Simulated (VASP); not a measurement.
```
CELL_PARAMETERS angstrom
      3.62137     0.00000     0.00000
     -1.81068     3.13620     0.00000
      0.00000     0.00000    16.94733
ATOMIC_POSITIONS crystal
  Zr 0.00000 0.00000 0.50000
  S  0.33333 0.66667 0.58696
  S  0.66667 0.33333 0.41304
```

The numbers are results of PBE GGA, VASP's PBE PAW potentials (set 64) (plane waves; VASP 6.6.1), not measurements. Numerical set-up: 300 eV cut-off, 6×6×1 Γ-centred mesh, Gaussian smearing of 0.050 eV, potentials Zr_sv S.

The cell holds a wide vacuum, so values per volume refer to the whole cell.

Question: Give the energies of bands 7 to 15 at the high-symmetry points, in eV from the valence-band maximum.

Answer: 
```json
[
 {"band": "7", "Γ": "-3.88", "M": "-4.35", "K": "-3.32"},
 {"band": "8", "Γ": "-2.60", "M": "-2.84", "K": "-3.32"},
 {"band": "9", "Γ": "-2.60", "M": "-2.44", "K": "-3.16"},
 {"band": "10", "Γ": "-0.97", "M": "-2.40", "K": "-1.93"},
 {"band": "11", "Γ": "0.00", "M": "-1.26", "K": "-1.93"},
 {"band": "12", "Γ": "0.00", "M": "-0.92", "K": "-1.66"},
 {"band": "13", "Γ": "1.67", "M": "1.00", "K": "2.48"},
 {"band": "14", "Γ": "1.67", "M": "3.49", "K": "3.14"},
 {"band": "15", "Γ": "2.48", "M": "3.85", "K": "3.14"}
]
```

The gap is indirect, 1.00 eV, from the valence maximum at Γ to the conduction minimum at M.

The cell is a sheet with vacuum, built from a generated structure.
